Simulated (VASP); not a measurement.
# Ca2Ru2O7 with r2SCAN: from relaxation to properties, part 3 of 6

Wanted: the relaxed cell of Ca2Ru2O7 and its properties. Left out of this account: 1 further run (relaxation: a spoilt try). The start is a computed cell from the Materials Project.

VASP 6.6.1; r2SCAN, no spin polarisation; plane waves and PAW (Ca_sv, Ru_pv, O).

Still holding for the runs below: This run has no spin polarisation, although Ru can carry a moment.

So far. Step 3 (Second relaxation): It ends with a largest force of 0.006 eV/Å and a pressure of -0.01 GPa. The volume moved by under 0.01 %: the run met its threshold at the first step. Step 4 (Density, ELF and potential (r2SCAN)): In this run the pressure is -0.01 GPa, small enough to go on.

## (5) Bands along the symmetry lines (r2SCAN)

Levels along the symmetry lines show where the bands peak and cross; KPOINTS_OPT computes them in the converged potential.

Input file INCAR:

```
SYSTEM = Ca2Ru2O7
PREC = Accurate
ENCUT = 520
EDIFF = 1E-06
NELM = 100
ISMEAR = 0
SIGMA = 0.05
LREAL = Auto
ALGO = Normal
METAGGA = R2SCAN
LASPH = .TRUE.
NBANDS = 138
LORBIT = 11
LWAVE = .FALSE.
LCHARG = .FALSE.
KPAR = 8
```

Input file POSCAR:

```
Ca2Ru2O7
1.0
    0.0000000000      5.0898448751      5.0898448751
    5.0898448751      0.0000000000      5.0898448751
    5.0898448751      5.0898448751      0.0000000000
Ca Ru O
4 4 14
Direct
    0.1250000000      0.6250000000      0.1250000000
    0.1250000000      0.1250000000      0.6250000000
    0.6250000000      0.1250000000      0.1250000000
    0.1250000000      0.1250000000      0.1250000000
    0.1250000000      0.6250000000      0.6250000000
    0.6250000000      0.1250000000      0.6250000000
    0.6250000000      0.6250000000      0.1250000000
    0.6250000000      0.6250000000      0.6250000000
    0.6926245269      0.6926245269      0.3073754731
    0.6926245269      0.3073754731      0.6926245269
    0.9426245269      0.5573754731      0.5573754731
    0.6926245269      0.3073754731      0.3073754731
    0.5573754731      0.9426245269      0.9426245269
    0.3073754731      0.3073754731      0.6926245269
    0.9426245269      0.9426245269      0.5573754731
    0.0000000000      0.0000000000      0.0000000000
    0.5573754731      0.5573754731      0.9426245269
    0.9426245269      0.5573754731      0.9426245269
    0.5573754731      0.9426245269      0.5573754731
    0.2500000000      0.2500000000      0.2500000000
    0.3073754731      0.6926245269      0.3073754731
    0.3073754731      0.6926245269      0.6926245269
```

Input file KPOINTS:

```
Automatic mesh
0
Gamma
4 4 4
0 0 0
```

Input file KPOINTS_OPT:

```
Line mode
12
Line-mode
Reciprocal
  0.00000000   0.00000000   0.00000000 GAMMA
  0.50000000   0.00000000   0.50000000 X

  0.50000000   0.00000000   0.50000000 X
  0.50000000   0.25000000   0.75000000 W

  0.50000000   0.25000000   0.75000000 W
  0.37500000   0.37500000   0.75000000 K

  0.37500000   0.37500000   0.75000000 K
  0.00000000   0.00000000   0.00000000 GAMMA

  0.00000000   0.00000000   0.00000000 GAMMA
  0.50000000   0.50000000   0.50000000 L

  0.50000000   0.50000000   0.50000000 L
  0.62500000   0.25000000   0.62500000 U

  0.62500000   0.25000000   0.62500000 U
  0.50000000   0.25000000   0.75000000 W

  0.50000000   0.25000000   0.75000000 W
  0.50000000   0.50000000   0.50000000 L

  0.50000000   0.50000000   0.50000000 L
  0.37500000   0.37500000   0.75000000 K

  0.62500000   0.25000000   0.62500000 U
  0.50000000   0.00000000   0.50000000 X
```

Potentials, in the order of the species: Ca_sv, Ru_pv and O (PBE family, release 64).

Launch:

```console
> mpirun -np 8 vasp_std
```

What it wrote:

```text
[... set-up lines as in an earlier step ...]
 entering main loop
       N       E                     dE             d eps       ncg     rms          rms(c)
DAV:   1     0.190638062777E+04    0.19064E+04   -0.97538E+04  2208   0.138E+03
DAV:   2    -0.178780253125E+03   -0.20852E+04   -0.19560E+04  2360   0.436E+02
DAV:   3    -0.348812559267E+03   -0.17003E+03   -0.16665E+03  2574   0.128E+02
DAV:   4    -0.355378911335E+03   -0.65664E+01   -0.64531E+01  3624   0.199E+01
DAV:   5    -0.355700456327E+03   -0.32154E+00   -0.32104E+00  2968   0.346E+00    0.863E+01
DAV:   6    -0.258713006853E+03    0.96987E+02   -0.12622E+02  2384   0.561E+01    0.254E+01
DAV:   7    -0.257251837149E+03    0.14612E+01   -0.34848E+01  2702   0.281E+01    0.217E+01
DAV:   8    -0.255643694722E+03    0.16081E+01   -0.32823E+00  2692   0.849E+00    0.689E+00
DAV:   9    -0.255783558970E+03   -0.13986E+00   -0.87811E-01  2656   0.272E+00    0.195E+00
DAV:  10    -0.255747744085E+03    0.35815E-01   -0.12100E-01  3016   0.949E-01    0.949E-01
DAV:  11    -0.255745752217E+03    0.19919E-02   -0.25582E-02  2470   0.645E-01    0.296E-01
DAV:  12    -0.255744650904E+03    0.11013E-02   -0.28396E-03  2856   0.261E-01    0.926E-02
DAV:  13    -0.255744772546E+03   -0.12164E-03   -0.11547E-03  2680   0.105E-01    0.443E-02
DAV:  14    -0.255744767643E+03    0.49028E-05   -0.78789E-05  2792   0.349E-02    0.144E-02
DAV:  15    -0.255744771593E+03   -0.39499E-05   -0.24104E-05  2424   0.146E-02    0.754E-03
DAV:  16    -0.255744771647E+03   -0.54086E-07   -0.33995E-06  2040   0.763E-03
   1 F= -.25574477E+03 E0= -.25573473E+03  d E =-.200768E-01
 Start KPOINTS_OPT (optional k-point list driver)
k-point batch [1-8\120]
       N       E                     dE             ncg
DAV:   1     0.134031614052E+04   -0.71181E+04     2208
DAV:   2    -0.149536452170E+05   -0.16294E+05     2368
DAV:   3    -0.161902427362E+05   -0.12366E+04     2616
DAV:   4    -0.162310327473E+05   -0.40790E+02     3384
DAV:   5    -0.162327539111E+05   -0.17212E+01     2960
DAV:   6    -0.162327780249E+05   -0.24114E-01     3008
DAV:   7    -0.162327786681E+05   -0.64319E-03     3064
DAV:   8    -0.162327786839E+05   -0.15734E-04     2816
DAV:   9    -0.162327786844E+05   -0.48476E-06     2008
[...]
k-point batch [113-120\120]
       N       E                     dE             ncg
DAV:   1     0.144789373323E+04   -0.27504E+05     2216
DAV:   2    -0.149141143197E+05   -0.16362E+05     2360
DAV:   3    -0.161774763040E+05   -0.12634E+04     2608
DAV:   4    -0.162218672442E+05   -0.44391E+02     3440
DAV:   5    -0.162234060517E+05   -0.15388E+01     2904
DAV:   6    -0.162234361886E+05   -0.30137E-01     3134
DAV:   7    -0.162234368340E+05   -0.64538E-03     2896
DAV:   8    -0.162234368517E+05   -0.17777E-04     2934
DAV:   9    -0.162234368522E+05   -0.46066E-06     1896
```

Run time: 22 min. Hardware: 8 MPI ranks of Intel Xeon 6975P-C (Granite Rapids), shared host; peak memory 5.9 GiB; 2.5 h of CPU time.

OUTCAR, selected parts (step 5):

```text
   k-points           NKPTS =      8   k-points in BZ     NKDIM =      8   number of bands    NBANDS=    138

   NELECT =     180.0000    total number of electrons

 E-fermi :   4.1193

 k-point     1 :       0.0000    0.0000    0.0000
  band No.  band energies     occupation
    ...
     88       3.7902      2.00000
     89       3.7902      2.00000
     90       4.0310      1.98746
     91       4.0310      1.98746
     92       4.0310      1.98746
     93       4.5532      0.00000
     94       5.0540      0.00000
     95       5.0540      0.00000
     96       5.0540      0.00000
     97       6.7775      0.00000
    ...

  Total       -0.0086944     -0.0086944     -0.0086944      0.0000000     -0.0000000      0.0000000
  in kB       -0.0528212     -0.0528212     -0.0528212      0.0000000     -0.0000000      0.0000000
  external PRESSURE =      -0.0528212 kB  Pullay stress =       0.0000000 kB

 POSITION                                       TOTAL-FORCE (eV/Angst)
 -----------------------------------------------------------------------------------
      3.81738      1.27246      3.81738        -0.000000     -0.000000     -0.000000
      3.81738      3.81738      1.27246        -0.000000     -0.000000     -0.000000
      1.27246      3.81738      3.81738        -0.000000     -0.000000     -0.000000
      1.27246      1.27246      1.27246        -0.000000     -0.000000     -0.000000
      6.36231      3.81738      3.81738        -0.000000     -0.000000     -0.000000
      3.81738      6.36231      3.81738        -0.000000     -0.000000     -0.000000
      3.81738      3.81738      6.36231        -0.000000     -0.000000     -0.000000
      6.36231      6.36231      6.36231        -0.000000     -0.000000     -0.000000
      5.08984      5.08984      7.05070        -0.000000     -0.000000     -0.006607
      5.08984      7.05070      5.08984        -0.000000     -0.006607     -0.000000
      5.67391      7.63477      7.63477         0.006607     -0.000000     -0.000000
      3.12899      5.08984      5.08984         0.006607     -0.000000     -0.000000
      9.59563      7.63477      7.63477        -0.006607     -0.000000     -0.000000
      5.08984      5.08984      3.12899        -0.000000     -0.000000      0.006607
      7.63477      7.63477      9.59563        -0.000000     -0.000000     -0.006607
      0.00000      0.00000      0.00000        -0.000000     -0.000000     -0.000000
      7.63477      7.63477      5.67391        -0.000000     -0.000000      0.006607
      7.63477      9.59563      7.63477        -0.000000     -0.006607     -0.000000
      7.63477      5.67391      7.63477        -0.000000      0.006607     -0.000000
      2.54492      2.54492      2.54492        -0.000000     -0.000000     -0.000000
      5.08984      3.12899      5.08984        -0.000000      0.006607     -0.000000
      7.05070      5.08984      5.08984        -0.006607     -0.000000     -0.000000
 -----------------------------------------------------------------------------------
    total drift:                                0.000000      0.000000      0.000000

  FREE ENERGIE OF THE ION-ELECTRON SYSTEM (eV)
  ---------------------------------------------------
  free  energy   TOTEN  =      -255.7447716473 eV

  energy  without entropy=     -255.7246948408  energy(sigma->0) =     -255.73473324

[... 8 parts as in an earlier step ...]

[... 8 further parts left out ...]
```

Spin-orbit coupling is off here; it would split degenerate levels.

Numbers from this step:

```yaml
bands: 138
pressure: -0.005282 GPa
```

Electronic bands along the path, in eV, zero at the Fermi level; # counts the bands kept, so #1 is VASP's band 43:

```csv
point,#45,#46,#47,#48,#49,#50,#51,#52
Γ,-0.33,-0.33,-0.33,-0.09,-0.09,-0.09,0.43,0.93
0.45 of the way,-0.51,-0.41,-0.41,-0.24,-0.07,-0.07,0.42,0.73
X,-0.31,-0.31,-0.11,-0.11,0.09,0.09,0.10,0.10
0.45 of the way,-0.39,-0.39,-0.02,-0.02,0.07,0.07,0.29,0.29
W,-0.48,-0.48,0.05,0.05,0.12,0.12,0.49,0.49
0.55 of the way,-0.42,-0.39,-0.15,0.00,0.19,0.22,0.41,0.46
K,-0.32,-0.32,-0.29,-0.07,0.24,0.29,0.31,0.44
0.45 of the way,-0.45,-0.42,-0.31,-0.28,0.05,0.07,0.41,0.67
Γ,-0.33,-0.33,-0.33,-0.09,-0.09,-0.09,0.43,0.93
0.45 of the way,-0.51,-0.35,-0.35,-0.24,-0.05,-0.05,0.44,0.82
L,-0.48,-0.19,-0.19,0.01,0.01,0.07,0.22,0.64
0.55 of the way,-0.50,-0.46,-0.27,-0.01,0.20,0.28,0.30,0.59
U,-0.32,-0.32,-0.29,-0.07,0.24,0.29,0.31,0.44
0.55 of the way,-0.44,-0.41,-0.12,0.02,0.17,0.20,0.43,0.47
W,-0.48,-0.48,0.05,0.05,0.12,0.12,0.49,0.49
0.45 of the way,-0.45,-0.41,-0.38,0.10,0.11,0.31,0.36,0.54
L,-0.48,-0.19,-0.19,0.01,0.01,0.07,0.22,0.64
0.45 of the way,-0.54,-0.40,-0.26,0.01,0.18,0.23,0.29,0.60
K,-0.32,-0.32,-0.29,-0.07,0.24,0.29,0.31,0.44
jump to U,-0.32,-0.32,-0.29,-0.07,0.24,0.29,0.31,0.44
0.45 of the way,-0.37,-0.28,-0.14,-0.09,0.11,0.17,0.18,0.27
X,-0.31,-0.31,-0.11,-0.11,0.09,0.09,0.10,0.10
```

Of the projections kept (Ca, Ru, O), the largest for each band there; the rest of the weight can lie on other orbitals:

```csv
point,#45,#46,#47,#48,#49,#50,#51,#52
Γ,O 0.94,O 0.94,O 0.94,Ru 0.54,Ru 0.54,Ru 0.54,Ru 0.70,Ru 0.70
X,Ru 0.61,Ru 0.61,Ru 0.74,Ru 0.74,Ru 0.69,Ru 0.69,Ru 0.72,Ru 0.72
W,Ru 0.66,Ru 0.66,Ru 0.67,Ru 0.67,Ru 0.65,Ru 0.65,Ru 0.66,Ru 0.66
K,Ru 0.61,Ru 0.50,Ru 0.73,Ru 0.67,Ru 0.65,Ru 0.67,Ru 0.68,Ru 0.69
Γ,O 0.94,O 0.94,O 0.94,Ru 0.54,Ru 0.54,Ru 0.54,Ru 0.70,Ru 0.70
L,Ru 0.62,O 0.54,O 0.54,Ru 0.69,Ru 0.69,Ru 0.67,Ru 0.70,Ru 0.66
```

There is no gap at this level.

## (6) Density of states (r2SCAN)

A density of states needs more k-points than a total energy; ISMEAR = -5 takes tetrahedra, and LORBIT projects the states on the PAW spheres. The mesh is finer than in the run before.

INCAR, as its differences from that of step 5:

```diff
@@ -5,3 +5,3 @@
 NELM = 100
-ISMEAR = 0
+ISMEAR = -5
 SIGMA = 0.05
@@ -16 +16,2 @@
 KPAR = 8
+NEDOS = 2001
```

POSCAR is that of step 5.

Input file KPOINTS:

```
Automatic mesh
0
Gamma
6 6 6
0 0 0
```

Launch:

```console
> mpirun -np 8 vasp_std
```

What it wrote:

```text
[... set-up lines as in an earlier step ...]
 entering main loop
       N       E                     dE             d eps       ncg     rms          rms(c)
DAV:   1     0.190285927634E+04    0.19029E+04   -0.97772E+04  4416   0.138E+03
DAV:   2    -0.178757050908E+03   -0.20816E+04   -0.19529E+04  4720   0.435E+02
DAV:   3    -0.348311106587E+03   -0.16955E+03   -0.16620E+03  5150   0.128E+02
DAV:   4    -0.355361431502E+03   -0.70503E+01   -0.69438E+01  7240   0.200E+01
DAV:   5    -0.355672776047E+03   -0.31134E+00   -0.31081E+00  5976   0.354E+00    0.863E+01
DAV:   6    -0.258720665337E+03    0.96952E+02   -0.12653E+02  4760   0.563E+01    0.250E+01
DAV:   7    -0.257188637771E+03    0.15320E+01   -0.34838E+01  5300   0.281E+01    0.217E+01
DAV:   8    -0.255655314675E+03    0.15333E+01   -0.32761E+00  5352   0.839E+00    0.704E+00
DAV:   9    -0.255789622481E+03   -0.13431E+00   -0.86928E-01  5200   0.270E+00    0.188E+00
DAV:  10    -0.255760182840E+03    0.29440E-01   -0.12314E-01  6132   0.963E-01    0.942E-01
DAV:  11    -0.255758084311E+03    0.20985E-02   -0.23079E-02  4936   0.622E-01    0.313E-01
DAV:  12    -0.255756737402E+03    0.13469E-02   -0.30059E-03  5668   0.271E-01    0.904E-02
DAV:  13    -0.255756845175E+03   -0.10777E-03   -0.11930E-03  5158   0.101E-01    0.439E-02
DAV:  14    -0.255756853813E+03   -0.86382E-05   -0.57198E-05  5774   0.290E-02    0.148E-02
DAV:  15    -0.255756861722E+03   -0.79086E-05   -0.20966E-05  4948   0.146E-02    0.690E-03
DAV:  16    -0.255756860475E+03    0.12466E-05   -0.29274E-06  3918   0.723E-03    0.180E-03
DAV:  17    -0.255756861616E+03   -0.11406E-05   -0.27731E-07  2492   0.197E-03    0.517E-04
DAV:  18    -0.255756861628E+03   -0.12671E-07   -0.59751E-08  2382   0.726E-04
   1 F= -.25575686E+03 E0= -.25575686E+03  d E =0.000000E+00
 -----------------------------------------------------------------------------
|                                                                             |
|           W    W    AA    RRRRR   N    N  II  N    N   GGGG   !!!           |
|           W    W   A  A   R    R  NN   N  II  NN   N  G    G  !!!           |
|           W    W  A    A  R    R  N N  N  II  N N  N  G       !!!           |
|           W WW W  AAAAAA  RRRRR   N  N N  II  N  N N  G  GGG   !            |
|           WW  WW  A    A  R   R   N   NN  II  N   NN  G    G                |
|           W    W  A    A  R    R  N    N  II  N    N   GGGG   !!!           |
|                                                                             |
|     Tetrahedron method does not include variations of the Fermi             |
|     occupations, so forces and stress will be inaccurate. We suggest        |
|     using a different smearing scheme ISMEAR = 1 or 2 for metals in         |
|     relaxations.                                                            |
|                                                                             |
 -----------------------------------------------------------------------------
```

Run time: 5.7 min. Hardware: 8 MPI ranks; peak memory 5.1 GiB.

Parts of OUTCAR (step 6):

```text
   k-points           NKPTS =     16   k-points in BZ     NKDIM =     16   number of bands    NBANDS=    138

   NELECT =     180.0000    total number of electrons

 E-fermi :   4.1056

 k-point     1 :       0.0000    0.0000    0.0000
  band No.  band energies     occupation
    ...
     88       3.8046      2.00000
     89       3.8046      2.00000
     90       4.0288      2.00000
     91       4.0288      2.00000
     92       4.0288      2.00000
     93       4.5589      0.00000
     94       5.0520      0.00000
     95       5.0520      0.00000
     96       5.0520      0.00000
     97       6.7833      0.00000
    ...

  Total        0.0427239      0.0427239      0.0427239      0.0000000      0.0000000     -0.0000000
  in kB        0.2595598      0.2595598      0.2595598      0.0000000      0.0000000     -0.0000000
  external PRESSURE =       0.2595598 kB  Pullay stress =       0.0000000 kB

 POSITION                                       TOTAL-FORCE (eV/Angst)
 -----------------------------------------------------------------------------------
      3.81738      1.27246      3.81738        -0.000000      0.000000     -0.000000
      3.81738      3.81738      1.27246        -0.000000      0.000000     -0.000000
      1.27246      3.81738      3.81738        -0.000000      0.000000     -0.000000
      1.27246      1.27246      1.27246        -0.000000      0.000000     -0.000000
      6.36231      3.81738      3.81738        -0.000000      0.000000     -0.000000
      3.81738      6.36231      3.81738        -0.000000      0.000000     -0.000000
      3.81738      3.81738      6.36231        -0.000000      0.000000     -0.000000
      6.36231      6.36231      6.36231        -0.000000      0.000000     -0.000000
      5.08984      5.08984      7.05070        -0.000000     -0.000000      0.005810
      5.08984      7.05070      5.08984        -0.000000      0.005810     -0.000000
      5.67391      7.63477      7.63477        -0.005810      0.000000     -0.000000
      3.12899      5.08984      5.08984        -0.005810     -0.000000     -0.000000
      9.59563      7.63477      7.63477         0.005810      0.000000     -0.000000
      5.08984      5.08984      3.12899        -0.000000     -0.000000     -0.005810
      7.63477      7.63477      9.59563        -0.000000      0.000000      0.005810
      0.00000      0.00000      0.00000        -0.000000      0.000000     -0.000000
      7.63477      7.63477      5.67391        -0.000000      0.000000     -0.005810
      7.63477      9.59563      7.63477        -0.000000      0.005810     -0.000000
      7.63477      5.67391      7.63477        -0.000000     -0.005810     -0.000000
      2.54492      2.54492      2.54492        -0.000000      0.000000     -0.000000
      5.08984      3.12899      5.08984        -0.000000     -0.005810     -0.000000
      7.05070      5.08984      5.08984         0.005810     -0.000000     -0.000000
 -----------------------------------------------------------------------------------
    total drift:                                0.000000      0.000000      0.000000

  FREE ENERGIE OF THE ION-ELECTRON SYSTEM (eV)
  ---------------------------------------------------
  free  energy   TOTEN  =      -255.7568616285 eV

  energy  without entropy=     -255.7568616285  energy(sigma->0) =     -255.75686163

[... 7 parts as in an earlier step ...]

[... 9 further parts left out ...]
```

The DOS at the Fermi level is high for the number of transition-metal atoms. It is one value on this mesh and may be a narrow spike; if it stands, a magnetic instability is possible, which a run without spin can't show. With tetrahedra the forces and stress of a metal are not exact derivatives of the energy.

This step gave:

| Quantity | Value |
| --- | --- |
| SCF cycles | 18 |
| irreducible k-points | 16 |
| free energy (TOTEN) | -255.7569 eV |
| Fermi energy | 4.106 eV |
| pressure | 0.02596 GPa |
| DOS at the Fermi level | 17.58 states/eV/cell |

The density of states has structure finer than the step of the table below, so its rows give means over 0.5 eV, whole bins alone (the curve runs from -12.0 to 3.62 eV). Peaks (eV: height): total -2.66: 30.0, -2.27: 24.6, -1.48: 30.0, -0.70: 26.8; O p -2.66: 19.9, -2.27: 17.4, -1.48: 17.3, -0.70: 12.0; Ru d -0.50: 11.5, 0.09: 9.44, 0.38: 8.56, 0.87: 9.98; Ca d -1.48: 2.10, -0.70: 0.477; Ru s -7.56: 0.564, -7.07: 0.561, -6.39: 0.530, -5.31: 0.652.

States under -12.0 eV and over 3.6 eV are left out. Table of density of states by energy, zero at the Fermi level; means over each step; values in states/eV/cell:

```csv
energy (eV),total,O p,Ru d,Ca d,Ru s
-8.5,0,0,0,0,0
-8.0,1.73,0.735,0.842,5.9e-4,0.0248
-7.5,10.7,4.66,4.47,0.0104,0.393
-7.0,8.27,3.63,2.77,0.0156,0.334
-6.5,14.4,5.89,4.24,0.0311,0.301
-6.0,9.51,4.01,2.70,0.0312,0.177
-5.5,10.9,4.91,2.72,0.0399,0.268
-5.0,11.0,5.39,2.16,0.0395,0.384
-4.5,14.2,6.71,3.38,0.0453,0.149
-4.0,13.0,6.64,2.69,0.0450,0.141
-3.5,5.08,2.70,0.906,0.0325,0.0778
-3.0,14.7,9.40,0.727,0.132,0.0757
-2.5,22.3,15.2,0.810,0.198,0.0700
-2.0,8.61,6.11,0.250,0.0630,0.0142
-1.5,9.95,5.68,0.374,0.704,0.00532
-1.0,8.77,4.06,2.05,0.264,0.00902
-0.5,23.5,9.33,9.07,0.259,0.0369
0.0,13.2,4.21,7.00,0.0863,0.0176
0.5,9.88,2.71,5.83,0.0449,0.0575
1.0,6.83,1.83,4.14,0.0388,0.0116
1.5,0,0,0,0,0
2.0,0,0,0,0,0
2.5,0.179,0.0345,0.115,0.00277,9.5e-5
3.0,6.04,1.28,3.79,0.0459,0.0307
```

The finer mesh and the other smearing move the Fermi level by -0.01 eV from the 4×4×4 run, a small shift, which tests the Fermi level alone. Of the states within 0.3 eV of the Fermi level, the largest shares in the PAW spheres are Ru d 54 % and O p 31 %. The rest lies in smaller channels or between the spheres.

(Part 3 of 6 ends here.)

[Lines on the potential files, build, host, timing and source positions are cut from VASP's logs without a mark.]

[Logs are printed without paths, hosts, clocks, repeated set-up lines and the standing remarks that a program may print on its own settings, such as how far it seeks lower states.]

[Hosts, paths, dates, database ids (printed as entryN), source tags and the programs' standing remarks are cut or masked in the printed files.]

[A measured line is paired with the nearest computed mode of its activity, which favours agreement.]
